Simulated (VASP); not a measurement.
Consider the following.

```
KF
1.0
    0.00000     2.65895     2.55259
    2.65895     0.00000     2.55259
    2.65895     2.65895     0.00000
K F
1 1
Cartesian
  0.00000   0.00000   0.00000
  2.65895   2.65895   2.55259
```

Computed with r2SCAN meta-GGA, VASP's PBE PAW potentials (set 64) (plane waves; VASP). Settings: 600 eV cut-off, 8×8×8 Γ-centred mesh, Gaussian smearing of 0.050 eV, potentials K_sv F.

### Question
Give the stress tensor in GPa (positive for a compressed cell).

### Answer

```
0.58  0.00  0.00
0.00  0.58  0.00
0.00  0.00  4.15
```
The pressure is its mean diagonal, 1.77 GPa.

The compound is KF in the rock salt structure. This cell was strained or had an atom moved on purpose.
